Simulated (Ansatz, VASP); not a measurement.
## Cross-check of Ti (Titanium) between VASP and Ansatz

Aim: how closely do two programs agree when they are given the same cell, functional and k mesh? The cell is taken from a series of runs on this material, whose earlier steps may have relaxed, scaled, displaced or heated it; both programs get it as it stands.

Program: Ansatz 0.2.0. Level of theory: plane waves, with VASP 6.6.1 beside it; relaxation of cell and atoms at PBEsol. Results are calculated unless marked as measured.

## (1) Set-up

Symmetry: P6_3/mmc, No. 194, hexagonal system. Conventional cell: a = 2.901 Å, b = 2.901 Å, c = 4.590 Å, α = 90.00°, β = 90.00°, γ = 120.00°. Nearest to Ti lie 12 Ti at 2.84 to 2.90 Å.

Structure file:

```cif
data_structure
_symmetry_space_group_name_H-M 'P 1'
_symmetry_Int_Tables_number 1
_cell_length_a 2.9008
_cell_length_b 2.9008
_cell_length_c 4.5902
_cell_angle_alpha 90.000
_cell_angle_beta 90.000
_cell_angle_gamma 120.000
_cell_volume 33.45
loop_
_atom_site_label
_atom_site_type_symbol
_atom_site_fract_x
_atom_site_fract_y
_atom_site_fract_z
_atom_site_occupancy
Ti1 Ti 0.66667 0.33333 0.75000 1
Ti2 Ti 0.33333 0.66667 0.25000 1
```

## (2) Ansatz: relaxation of cell and atoms, PBEsol, pair 1

Ansatz runs on its default PAW (the set named soft_2) files.

The relaxed volume is the usual yardstick between codes: in a stiff, nearly cubic crystal its relative difference is about their pressure difference at one cell divided by the bulk modulus.

The input, input.yaml:

```yaml
crystal:
  lattice:
    - [2.9007906094, 0.0, 0.0]
    - [-1.4503953047, 2.5121583588, 0.0]
    - [0.0, 0.0, 4.5901527386]
  atoms:
    - { symbol: Ti, position: [0.6666666667, 0.3333333333, 0.75] }
    - { symbol: Ti, position: [0.3333333333, 0.6666666667, 0.25] }
kpoints:
  mp_grid: { grid: [15, 15, 8] }
hamiltonian:
  xc: pbesol
scf:
  occupations: { method: methfessel_paxton, width: 0.15 }
output:
  forces: true
  stress: true
  eigenvalues: true
relax:
  adjacent_minimum: "off"
  f_tol: 0.001
  max_steps: 60
  cell: { stress_tol: 0.01 }
```

Run with:

```console
$ ansatz run input.yaml --threads 4 --pin off --max-ram 7168MiB --backend cpu --events-out ev --progress --plain --runs-dir out
```

Numbers of over 12 decimals in the logs are rounded to 6 here.

What it wrote:

```text
Engine: ansatz 0.2.0, aarch64-unknown-linux-gnu
Pseudopotentials: kind: paw
Pseudopotential: Ti, paw, valence charge 12, recommended cutoff 420 eV (normal), Ti.paw.azcp
Functional definition: PBEsol
  exchange = pbesol_x
  correlation = pbesol_c
Crystal: 2 atoms, lattice volume = 33.450 Å³
Basis set: ecut = 420 eV, 627 PW (Γ), exchange–correlation on 40×40×64 points (8 copies of the dense FFT grid, shifted against one another)
Bands: 16, of which v1, the nominal top of the filled ones, is band 12 counted from 1 (11 counted from 0)
Symmetry: 24 space group operations
Space group: P63/mmc (ITA 194), of the structure as read, at distance tolerance 3.2e-5 Å
k-points: 135 of 1800
Non-local potential: Ti, projectors of the file, l = 0: 3, l = 1: 2, l = 2: 3, l = 3: 1
PAW form: soft (Blöchl's): semilocal exchange-correlation on the pseudo side does not see the compensation charge
PAW frozen core: Ti, regenerated for the run's functional, and the local potential with it (the file was generated under x = pbe(κ = 0.804, μ = 0.219515), c = pbe(β = 0.066725))
PAW one-centre angular grid: Ti, 590 points (default); XC on 64 Gauss nodes
Initial density: superposition of atomic densities (neutral atoms: chi_scale 0, normalization atom), corrected by the library's trained network
Initial wavefunctions: pseudopotential atomic-orbital guess
Functional: x = pbesol(κ = 0.804, μ = 0.123457), c = pbesol(β = 0.046)
SCF iter   1: F=—  HF=-4947.799201 eV  |F-HF|=—  |Δ(HF+E_count)|=         —  Δρ=8.83e-3  dr2=1.96e-2  ethr=1.77e-3  ⟨swp⟩=3.3  Hψ=8334  notcnv=0
preconditioner: auto → none  [metal: Δε(μ)=0.013 eV  Ē_g=2.952 eV  σ=0.150 eV  W_gap=0.07  n_scr=8 (ndim 8)  ℏωp=18.2 eV  f_vac=0.000  D(μ)=1.76/eV (n_scr^D=22)  sad-step TF]
SCF iter   2: F=—  HF=-4947.793459 eV  |F-HF|=—  |Δ(HF+E_count)|=   5.74e-3  S|Δr|=    0.00e0  Δρ=3.99e-3  dr2=4.18e-3  ethr=8.17e-5  ⟨swp⟩=1.1  Hψ=3312  notcnv=0
SCF iter   3: F=—  HF=-4947.792246 eV  |F-HF|=—  |Δ(HF+E_count)|=   1.21e-3  S|Δr|=    0.00e0  Δρ=3.58e-4  dr2=1.29e-5  ethr=1.74e-5  ⟨swp⟩=3.0  Hψ=3997  notcnv=0
SCF iter   4: F=—  HF=-4947.792223 eV  |F-HF|=—  |Δ(HF+E_count)|=   2.30e-5  S|Δr|=    0.00e0  Δρ=4.08e-5  dr2=1.74e-7  ethr=5.37e-8  ⟨swp⟩=2.0  Hψ=3565  notcnv=0
SCF iter   5: F=-4947.792223 eV  HF=-4947.792223 eV  |F-HF|=1.33e-8  |Δ(HF+E_count)|=   2.73e-7  S|Δr|=    0.00e0  Δρ=9.04e-6  dr2=1.67e-8  ethr=4.17e-10  ⟨swp⟩=4.9  Hψ=8373  notcnv=0
SCF 1 converged in 5 iterations: F = -4947.792223 eV  dr2 = 1.67e-8
  greatest PAW one-centre occupation: 0.999 electrons in one spin orbital (limit 2), on the Ti atom at site 1 (counted from 0), in its partial waves of l = 0
relax step   1: F+E_penalty+E_count = -4947.79222348 eV  Δ(F+E_penalty+E_count) = +0.000e0 eV  max|allowed force component| = 2.220e-16 eV/Å  Δτ_max = 0.0000 Å  P = -0.005 GPa  Ω = 33.450 Å³  (5 SCF iters, dr2 threshold 1.00e-7 eV, accepted)
[...]
relax step   2: F+E_penalty+E_count = -4947.79223464 eV  Δ(F+E_penalty+E_count) = -1.116e-5 eV  max|allowed force component| = 1.110e-16 eV/Å  Δτ_max = 0.0000 Å  P = -0.007 GPa  Ω = 33.450 Å³  energy of the carried Pulay correction = -2.733e-8 eV  (3 SCF iters, dr2 threshold 2.12e-8 eV, accepted)
[...]
relax step   3: F+E_penalty+E_count = -4947.79223514 eV  Δ(F+E_penalty+E_count) = -5.026e-7 eV  max|allowed force component| = 3.053e-16 eV/Å  Δτ_max = 0.0000 Å  P = +0.011 GPa  Ω = 33.445 Å³  energy of the carried Pulay correction = +3.043e-7 eV  (3 SCF iters, dr2 threshold 9.46e-10 eV, accepted)
[...]
relax step   4: F+E_penalty+E_count = -4947.79223501 eV  Δ(F+E_penalty+E_count) = +1.272e-7 eV  max|allowed force component| = 4.765e-16 eV/Å  Δτ_max = 0.0000 Å  P = -0.001 GPa  Ω = 33.449 Å³  energy of the carried Pulay correction = +8.387e-8 eV  (2 SCF iters, dr2 threshold 2.94e-10 eV, accepted)
[...]
relax step   5: F+E_penalty+E_count = -4947.79223486 eV  Δ(F+E_penalty+E_count) = +1.476e-7 eV  max|allowed force component| = 5.274e-16 eV/Å  Δτ_max = 0.0000 Å  P = -0.001 GPa  Ω = 33.449 Å³  stress off target by 1.92e-3 GPa  SCF on the basis re-selected at this cell (its energy is not comparable with the rows above)  (4 SCF iters)
basis re-selected at this cell: Δ(F+E_penalty+E_count) = +1.476e-7 eV, ΔP = +0.000 GPa vs the last step (what re-selecting the basis moved, of the pressure what is left beyond the Pulay correction that the steps carried, after the strain that the cell walked since its last selection, with what the two solves' SCF thresholds leave and, on support functions, any second-order correction that the steps lacked; it is no m [...]
SCF converged after 4 iterations
Stability not checked: this state was not tested for a lower state beside it, because cold or Methfessel-Paxton smearing, or corrected tetrahedra, fill the levels in a way that the test cannot read (fill_not_monotonic; see scf.lower_state_search)
Free energy (F): -4947.792235 eV
Harris-Foulkes:  -4947.792235 eV  (|F-HF|=9.09e-13)
Internal energy: -4947.794993 eV  (E = F + TS)
E sigma→0 (E₀):  -4947.792924 eV
Entropy (-TS):   0.002758 eV (1.379 meV/atom)
Fermi energy:    13.873301 eV
--- Per-component energies (eV) ---
  E_band       = -300.213359
  E_kinetic    = 546.088477
  E_local      = -1584.781967  (includes V_loc(G=0)·N_el)
  E_nonlocal   = 18.746103
  E_hartree    = 652.299831
  E_xc         = -193.883746
  E_vxc        = -243.652153  (∫ρ·V_xc dr)
  E_paw        = -2045.098368  (= ΣΔE_a)
  E_vpaw       = -341.213704  (= ΣTr[D̂ρ^β])
  E_aug_tail   = 0.000211  (compensation charges beyond the density's cutoff)
  E_ewald      = -2341.444304
  E_core_change = 0.278769  (= ΣΔE_core)
  E_smearing   = 0.002758  (= −TS)
  E_closure    = 0.000000  (closes the sum)
  Σ components = -4947.792235   (vs F -4947.792235, Δ=0.00e0)
--- Forces (eV/Å), atoms counted from 1 ---
  atom   1  Ti     0.00000000    -0.00000000    -0.00000000
  atom   2  Ti     0.00000000     0.00000000     0.00000000
  max |Σ_I F_I| component: 7.40e-17 eV/Å
--- Stress (GPa, compression-positive) ---
       -0.001916       0.000000       0.000000
        0.000000      -0.001916       0.000000
        0.000000      -0.000000      -0.000288
  P = ⅓ Tr σ = -0.0014 GPa (-0.014 kbar)
--- Band table (eV; the first three rows and the last of 135) ---
  k-point 0: bands = [... 8 lower, 7.5849, 11.0736, 14.6517, 14.6517, 14.7535, 14.7941, 15.1874, 15.1874]
  k-point 1: bands = [... 8 lower, 7.7221, 11.0167, 14.5160, 14.5837, 14.5837, 14.7164, 15.1095, 15.1095]
  k-point 2: bands = [... 8 lower, 8.1208, 10.7750, 14.0778, 14.4886, 14.4886, 14.5033, 14.9219, 14.9219]
  k-point 134: bands = [... 8 lower, 12.5524, 12.5524, 12.7166, 12.7166, 13.6634, 13.6634, 15.6063, 15.6063]
--- Relaxed structure (4 steps of the walk, 4 accepted, 1 SCFs on fresh bases) ---
  F+E_penalty+E_count = -4947.79223486 eV   max|allowed force component| = 5.274e-16 eV/Å   (the final SCF, on the basis selected at the relaxed cell)
  cell:  # Å, volume = 33.4488 Å³
    - [2.901997, 0, 0]
    - [-1.450999, 2.513203, 0]
    - [0, 0, 4.586232]
  atoms:
    - { symbol: Ti, position: [0.666667, 0.333333, 0.750000] }
    - { symbol: Ti, position: [0.333333, 0.666667, 0.250000] }
```

## (3) VASP: relaxation of cell and atoms, PBEsol, pair 1

The same cell, functional, mesh and smearing now go to VASP, with its own data sets.

Lines of VASP's logs that name or quote its potential files are left out, and so is its time.

The input, INCAR:

```
SYSTEM = Ti
PREC = Accurate
ENCUT = 500
EDIFF = 1E-07
NELM = 120
ISMEAR = 1
SIGMA = 0.15
LREAL = .FALSE.
ALGO = Normal
GGA = PS
NBANDS = 18
LASPH = .TRUE.
LORBIT = 11
LWAVE = .FALSE.
LCHARG = .FALSE.
ISIF = 3
IBRION = 2
NSW = 80
EDIFFG = -0.005
GGA_COMPAT = .FALSE.
NELMIN = 4
KPAR = 2
```

The input, POSCAR:

```
Ti
1.0
    2.9007910000      0.0000000000      0.0000000000
   -1.4503950000      2.5121580000      0.0000000000
    0.0000000000      0.0000000000      4.5901530000
Ti
2
Direct
    0.6666664368      0.3333333333      0.7500000545
    0.3333332184      0.6666666667      0.2499999455
```

The input, KPOINTS:

```
Automatic mesh
0
Gamma
15 15 8
0 0 0
```

PAW data sets: Ti_sv (PBE family, release 64).

Run with:

```console
$ mpirun -np 2 vasp_std
```

What it wrote:

```text
[banner, memory and clock lines left out]
running    2 mpi-ranks, on    1 nodes
 distrk:  each k-point on    1 cores,    2 groups
 distr:  one band on    1 cores,    1 groups

 POSCAR found type information on POSCAR Ti
 POSCAR found :  1 types and       2 ions
|                                                                             |
|               ----> ADVICE to this user running VASP <----                  |
|                                                                             |
|     You enforced a specific xc type in the INCAR file but a different       |
|     [... a line on the potential file left out ...]
|     I HOPE YOU KNOW WHAT YOU ARE DOING!                                     |
|                                                                             |

 LDA part: xc-table for (Slater+PW92), standard interpolation
 POSCAR, INCAR and KPOINTS ok, starting setup
 FFT: planning ... GRIDC
 FFT: planning ... GRID_SOFT
 FFT: planning ... GRID
 WAVECAR not read
 entering main loop
       N       E                     dE             d eps       ncg     rms          rms(c)
DAV:   1     0.254205860038E+03    0.25421E+03   -0.12981E+04  4860   0.163E+03
DAV:   2     0.106993669041E+02   -0.24351E+03   -0.24029E+03  4954   0.450E+02
DAV:   3    -0.177172860939E+02   -0.28417E+02   -0.28075E+02  9142   0.126E+02
DAV:   4    -0.188666490720E+02   -0.11494E+01   -0.11479E+01  5624   0.266E+01
DAV:   5    -0.189175009030E+02   -0.50852E-01   -0.50839E-01  7510   0.408E+00    0.129E+01
DAV:   6    -0.166845118787E+02    0.22330E+01   -0.79897E+00  5678   0.299E+01    0.321E+00
DAV:   7    -0.166582065268E+02    0.26305E-01   -0.89051E-01  7404   0.717E+00    0.211E+00
DAV:   8    -0.166870076772E+02   -0.28801E-01   -0.23631E-01  5660   0.590E+00    0.762E-01
DAV:   9    -0.166772702475E+02    0.97374E-02   -0.56398E-02  5756   0.250E+00    0.734E-02
DAV:  10    -0.166776489706E+02   -0.37872E-03   -0.30197E-03  7054   0.376E-01    0.984E-02
DAV:  11    -0.166777161224E+02   -0.67152E-04   -0.25205E-04  5722   0.124E-01    0.355E-02
DAV:  12    -0.166777088384E+02    0.72839E-05   -0.41042E-05  6008   0.551E-02    0.566E-03
DAV:  13    -0.166777089321E+02   -0.93680E-07   -0.12267E-06  5972   0.994E-03    0.415E-04
DAV:  14    -0.166777090738E+02   -0.14169E-06   -0.17446E-07  4170   0.277E-03    0.616E-04
DAV:  15    -0.166777090830E+02   -0.91532E-08   -0.36583E-08  2822   0.164E-03
   1 F= -.16677709E+02 E0= -.16678610E+02  d E =-.166777E+02
[... from here on, the cycles between the ionic steps are left out ...]
   2 F= -.16677756E+02 E0= -.16678656E+02  d E =-.466482E-04
   3 F= -.16677824E+02 E0= -.16678724E+02  d E =-.115348E-03
   4 F= -.16677824E+02 E0= -.16678724E+02  d E =-.115174E-03
   5 F= -.16677806E+02 E0= -.16678706E+02  d E =-.972687E-04
   6 F= -.16677824E+02 E0= -.16678724E+02  d E =-.115169E-03
   7 F= -.16677827E+02 E0= -.16678733E+02  d E =-.278566E-05
   8 F= -.16677827E+02 E0= -.16678732E+02  d E =-.292123E-05
 curvature:  -0.30 expect dE=-0.148E-05 dE for cont linesearch -0.463E-11
 trial: gam= 0.47625 g(F)=  0.379E-40 g(S)=  0.493E-05 ort = 0.126E-07 (trialstep = 0.867E+00)
 search vector abs. value=  0.728E-05
 bond charge predicted
       N       E                     dE             d eps       ncg     rms          rms(c)
DAV:   1    -0.166778536155E+02   -0.26534E-04   -0.11741E-03  5136   0.471E-01    0.370E-02
DAV:   2    -0.166778352222E+02    0.18393E-04   -0.75600E-05  5118   0.101E-01    0.180E-02
DAV:   3    -0.166778294236E+02    0.57986E-05   -0.24665E-05  7390   0.471E-02    0.536E-03
DAV:   4    -0.166778295194E+02   -0.95823E-07   -0.18186E-06  5382   0.166E-02    0.298E-03
DAV:   5    -0.166778296719E+02   -0.15246E-06   -0.24793E-07  4440   0.471E-03    0.123E-03
DAV:   6    -0.166778297569E+02   -0.85001E-07   -0.65233E-08  2562   0.321E-03
   9 F= -.16677830E+02 E0= -.16678740E+02  d E =-.258401E-05
 trial-energy change:   -0.000003  1 .order   -0.000003   -0.000004   -0.000001
 step:   1.1576(harm=  1.1576)  dis= 0.00000  next Energy=   -16.677830 (dE=-0.286E-05)
 reached required accuracy - stopping structural energy minimisation
```

From OUTCAR (step 3):

```text
ion  position               nearest neighbor table
   1  0.667  0.333  0.750-   2 2.84   2 2.84   2 2.84   2 2.84   2 2.84   2 2.84
   2  0.333  0.667  0.250-   1 2.84   1 2.84   1 2.84   1 2.84   1 2.84   1 2.84

  LATTYP: Found a hexagonal cell.
 ALAT       =     2.9007910000
 C/A-ratio  =     1.5823797716

 Subroutine GETGRP returns: Found 24 space group operations
 (whereof 12 operations were pure point group operations)

The static configuration has the point symmetry D_3d.
 The point group associated with its full space group is D_6h.

 Found    135 irreducible k-points:

   k-points           NKPTS =    135   k-points in BZ     NKDIM =    135   number of bands    NBANDS=     18

   dimension x,y,z NGX =    24 NGY =   24 NGZ =   36
   dimension x,y,z NGXF=    48 NGYF=   48 NGZF=   72

   ENCUT  =  500.0 eV  36.75 Ry    6.06 a.u.   5.29  5.29  8.37*2*pi/ulx,y,z

   NELECT =      24.0000    total number of electrons

 k-points in reciprocal lattice and weights: Automatic mesh
   0.00000000  0.00000000  0.00000000       0.001
   0.06666667  0.00000000  0.00000000       0.003
   0.13333333  0.00000000  0.00000000       0.003
   0.20000000  0.00000000  0.00000000       0.003
   0.26666667  0.00000000  0.00000000       0.003
   0.33333333  0.00000000  0.00000000       0.003
   0.40000000  0.00000000  0.00000000       0.003
   0.46666667  0.00000000  0.00000000       0.003
   0.06666667  0.06666667  0.00000000       0.003
[...]
0.33333333  0.26666667  0.50000000       0.007
   0.33333333  0.33333333  0.50000000       0.001

 average (electrostatic) potential at core
       1 -71.7822       2 -71.7822

 E-fermi :   8.6595

 k-point     1 :       0.0000    0.0000    0.0000
  band No.  band energies     occupation
    ...
      6     -23.8474      2.00000
      7     -23.8079      2.00000
      8     -23.8079      2.00000
      9       2.3380      2.00000
     10       5.8471      2.00000
     11       9.4357     -0.00000
     12       9.4357     -0.00000
     13       9.5587     -0.00000
     14       9.5744     -0.00000
     15       9.9707     -0.00000
    ...

 k-point     2 :       0.0667    0.0000    0.0000
  band No.  band energies     occupation
    ...
      6     -23.8522      2.00000
      7     -23.8321      2.00000
      8     -23.8108      2.00000
      9       2.4681      2.00000
     10       5.9505      2.00000
     11       9.1825     -0.00001
     12       9.2865     -0.00000
     13       9.5290     -0.00000
     14       9.7711     -0.00000
     15       9.9058     -0.00000
    ...

 k-point     3 :       0.1333    0.0000    0.0000
  band No.  band energies     occupation
    ...
      6     -23.8995      2.00000
      7     -23.8667      2.00000
      8     -23.8195      2.00000
      9       2.8475      2.00000
     10       6.2340      2.00000
     11       8.7106      0.45857
     12       8.8036     -0.04115
     13       9.7017     -0.00000
     14       9.8020     -0.00000
     15      10.0524     -0.00000
    ...

  Total       -0.0010115     -0.0010115     -0.0038590     -0.0000000     -0.0000000      0.0000000
  in kB       -0.0485880     -0.0485879     -0.1853765     -0.0000000     -0.0000000      0.0000000
  external PRESSURE =      -0.0941841 kB  Pullay stress =       0.0000000 kB

  energy-cutoff  :      500.00
  volume of cell :       33.35
      direct lattice vectors                 reciprocal lattice vectors
     2.899089771 -0.000000000 -0.000000000     0.344935852  0.199148794  0.000000000
    -1.449544386  2.510684694 -0.000000000     0.000000000  0.398297724  0.000000000
     0.000000000 -0.000000000  4.582267464     0.000000000  0.000000000  0.218232569

 POSITION                                       TOTAL-FORCE (eV/Angst)
 -----------------------------------------------------------------------------------
      1.44954      0.83689      3.43670         0.000000     -0.000000      0.000000
     -0.00000      1.67379      1.14557        -0.000000      0.000000     -0.000000
 -----------------------------------------------------------------------------------
    total drift:                                0.001990      0.000209     -0.000357

  FREE ENERGIE OF THE ION-ELECTRON SYSTEM (eV)
  ---------------------------------------------------
  free  energy   TOTEN  =       -16.6778297569 eV

  energy  without entropy=      -16.6805603972  energy(sigma->0) =      -16.67873997

 reached required accuracy - stopping structural energy minimisation

 total charge
# of ion       s       p       d       tot
------------------------------------------
    1        2.260   6.130   1.912  10.302
    2        2.260   6.130   1.912  10.302
--------------------------------------------------
tot          4.520  12.260   3.825  20.604

[... 3 further parts left out ...]
```

CONTCAR:

```
Ti
   1.00000000000000
     2.8990897709186898   -0.0000000003391278   -0.0000000000000000
    -1.4495443860462731    2.5106846937952008   -0.0000000000000000
     0.0000000000000000   -0.0000000000000000    4.5822674639735252
  Ti
     2
Direct
     0.6666664367999999    0.3333333332999970    0.7500000544999992
     0.3333332184000000    0.6666666667000030    0.2499999455000008
```

## (4) Differences

Known differences besides the potentials themselves: the cutoff is 420 eV in Ansatz and 500 eV in VASP; Ansatz makes its cores anew for this functional, VASP keeps those of its PBE data sets; Ansatz adds a Pulay correction to the stress that steers its cell, VASP none. Total energies have different zeros and are not compared.

The two programs side by side:

```tsv
quantity	Ansatz	VASP	difference
volume (Å³)	33.45	33.35	+0.29 %
edge a after relaxation, in the typed setting (Å)	2.902	2.899	+0.10 %
edge c after relaxation, in the typed setting (Å)	4.586	4.582	+0.09 %
```

(Continued in part 2 of 2.)

[Lines on the potential files, build, host, timing and source positions are cut from VASP's logs without a mark.]

[Logs are printed without paths, hosts, clocks, repeated set-up lines and the standing remarks that a program may print on its own settings, such as how far it seeks lower states.]

[Hosts, paths, dates, database ids (printed as entryN), source tags and the programs' standing remarks are cut or masked in the printed files.]
